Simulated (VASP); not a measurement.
Consider the following.

```
DyRh
1.0
    3.36530     0.00000     0.00000
    0.00000     3.36530     0.00000
    0.00000     0.00000     3.36530
Dy Rh
1 1
Direct
  0.00000   0.00000   0.00000
  0.50000   0.50000   0.50000
```

Level of theory: PBEsol GGA with spin-orbit coupling, VASP's PBE PAW potentials (set 64) (plane waves; VASP 6.6.1). Settings: 400 eV cut-off, 10×10×10 Γ-centred mesh, Gaussian smearing of 0.050 eV, potentials Dy_3 Rh_pv.

The 4f electrons are frozen in the core of the lanthanide potential, so 4f levels, which can set the real gap, and their magnetism are missing.

Q: Give the energies of bands 17 to 30 at the high-symmetry points, in eV from the Fermi level.

A: 
| band | Γ | X | M | R |
|---|---|---|---|---|
| 17 | -4.24 | -2.84 | -2.91 | -2.42 |
| 18 | -4.24 | -2.84 | -2.91 | -2.42 |
| 19 | -1.89 | -2.02 | -2.81 | -1.32 |
| 20 | -1.89 | -2.02 | -2.81 | -1.32 |
| 21 | -1.89 | -1.80 | -0.74 | -1.18 |
| 22 | -1.89 | -1.80 | -0.74 | -1.18 |
| 23 | -1.65 | -1.39 | 0.20 | -1.18 |
| 24 | -1.65 | -1.39 | 0.20 | -1.18 |
| 25 | 2.31 | 0.22 | 2.01 | -0.68 |
| 26 | 2.31 | 0.22 | 2.01 | -0.68 |
| 27 | 2.31 | 0.57 | 2.34 | -0.68 |
| 28 | 2.31 | 0.57 | 2.34 | -0.68 |
| 29 | 6.56 | 2.32 | 3.04 | 5.18 |
| 30 | 6.56 | 2.32 | 3.04 | 5.18 |

It has no gap at this level: it comes out as a metal or semimetal.

The structure comes from a measured DyRh entry (Pm-3m) of the Crystallography Open Database, whose conditions weren't checked. It was relaxed first.
